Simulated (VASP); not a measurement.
```
CELL_PARAMETERS angstrom
      0.00000     3.07249     3.07249
      3.07249     0.00000     3.07249
      3.07249     3.07249     0.00000
ATOMIC_POSITIONS crystal
  Al 0.25000 0.25000 0.25000
  Al 0.75000 0.75000 0.75000
  Au 0.00000 0.00000 0.00000
```

These are optB86b-vdW, VASP's PBE PAW potentials (set 64) (plane waves; VASP) values and carry that method's errors. Numerical set-up: 520 eV cut-off, 9×9×9 Γ-centred mesh, first-order Methfessel-Paxton smearing of 0.10 eV, potentials Al Au.

Task: Give the stress tensor in GPa (positive for a compressed cell).

Result: 
```
-5.46   0.00   0.00
 0.00  -5.46   0.00
 0.00   0.00  -5.46
```
The pressure is its mean diagonal, -5.46 GPa.

The compound is AuAl2 in the fluorite structure. This cell is one point of a volume scan, at 1.06 of the reference volume. The electron count is odd and the run is not spin-polarised, which forces a metal.
